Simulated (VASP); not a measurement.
Given:

```
GaGe63
1.0
   11.56740     0.00000     0.00000
    0.00000    11.56740     0.00000
    0.00000     0.00000    11.56740
Ge Ga
63 1
Direct
  0.50004   0.00009   0.00009
  0.62503   0.12499   0.12509
  0.74993   0.24995   0.99983
  0.87518   0.37484   0.12485
  0.74993   0.99956   0.25015
  0.87522   0.12481   0.37483
  0.00001   0.99998   0.00000
  0.12487   0.12493   0.12492
  0.25018   0.25007   0.00046
  0.37537   0.37528   0.12554
  0.49998   0.49992   0.00004
  0.62476   0.62480   0.12517
  0.74994   0.74995   0.00032
  0.87508   0.87515   0.12491
  0.25018   0.00056   0.25018
  0.37537   0.12575   0.37532
  0.50090   0.25077   0.25080
  0.62478   0.37620   0.37615
  0.74995   0.49983   0.25016
  0.87466   0.62498   0.37541
  0.50000   0.00001   0.49996
  0.62469   0.12532   0.62476
  0.74995   0.25017   0.49975
  0.87495   0.37518   0.62482
  0.74988   0.00039   0.74984
  0.87507   0.12494   0.87511
  0.99998   0.49994   0.00016
  0.12481   0.62516   0.12490
  0.25000   0.75000   0.99982
  0.37477   0.87535   0.12481
  0.00044   0.25010   0.25012
  0.12544   0.37532   0.37528
  0.25052   0.50055   0.25045
  0.37564   0.62493   0.37566
  0.49979   0.74991   0.25013
  0.62491   0.87466   0.37545
  0.99994   0.99997   0.49999
  0.12484   0.12484   0.62509
  0.25034   0.25039   0.50066
  0.37477   0.37572   0.62569
  0.62450   0.62421   0.62553
  0.74939   0.74927   0.50085
  0.87498   0.87510   0.62506
  0.25009   0.99964   0.74991
  0.37483   0.12474   0.87529
  0.49973   0.25005   0.75004
  0.62476   0.37509   0.87501
  0.75020   0.49990   0.75030
  0.87537   0.62523   0.87538
  0.99966   0.74996   0.25012
  0.12474   0.87536   0.37481
  0.00003   0.49996   0.49993
  0.12504   0.62496   0.62469
  0.25018   0.74993   0.49964
  0.37522   0.87486   0.62483
  0.99978   0.24998   0.74994
  0.12450   0.37476   0.87554
  0.24950   0.50017   0.75055
  0.37517   0.62501   0.87509
  0.50023   0.74995   0.75009
  0.62515   0.87535   0.87530
  0.00029   0.75000   0.74986
  0.12488   0.87514   0.87511
  0.49953   0.50002   0.50071
```
Cell charge +1.

All values below come from HSE06 screened hybrid, VASP's PBE PAW potentials (set 64) (plane waves; VASP). Settings: PREC = Normal, LREAL = Auto, ISYM = 0, NELECT = 254.0, EDIFF = 1E-5, 400 eV cut-off, 1×1×1 Γ-centred mesh, Gaussian smearing of 0.050 eV, potentials Ge Ga.

The cell is charged, with a uniform compensating background. The supercell is sampled at Γ alone, which is coarse: total energies, pressure and levels can be off, energies of defects by several tenths of an eV.

### Question
Predict the energy per atom (σ→0), largest force.

### Answer

```yaml
energy per atom (σ→0): -5.226 eV/atom
largest_force: 0.00855 Ry/bohr
```

The absolute energy has meaning only against runs of the same code, potentials and settings.

The cell is a supercell with a defect, built from Ge (diamond): Ga_Ge, charge +1. The cell's shape comes from a PBE relaxation. The run is not spin-polarised, so no state with unpaired spins was tried.
